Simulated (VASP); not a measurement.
Here is the system:

```
CELL_PARAMETERS angstrom
      4.02128    -2.19293    -0.00189
      4.02128     2.19293    -0.00189
      2.82710     0.00000     3.60376
ATOMIC_POSITIONS crystal
  Sb 0.23296 0.23296 0.23296
  Sb 0.76704 0.76704 0.76704
```

Level of theory: PBE GGA, VASP's PBE PAW potentials (set 64) (plane waves; VASP). Settings: 480 eV cut-off, 8×8×8 Γ-centred mesh, Gaussian smearing of 0.050 eV, potentials Sb.

Energy and stress use the plane-wave basis of the starting cell.

Task: The ions, cell shape and volume at an external pressure of 10.0 GPa are relaxed. Give the cell that the relaxation ends in.

Result: 
```
CELL_PARAMETERS angstrom
      3.68261    -2.10330    -0.05955
      3.68261     2.10330    -0.05955
      2.53724     0.00000     3.39874
ATOMIC_POSITIONS crystal
  Sb 0.24238 0.24238 0.24238
  Sb 0.75762 0.75762 0.75762
```
Space group R-3m (166), at a tolerance of 0.03 Å.

Task: How do energy and volume change from the first to the last step?

Result: The energy (σ→0) changes by +131.7 meV/atom and the volume by -16.2 %, in 10 ionic steps.

The compound is Sb in the a7 structure. This run relaxes it under an external pressure of 10 GPa. Symmetry was kept, so distortions that lower it aren't found.
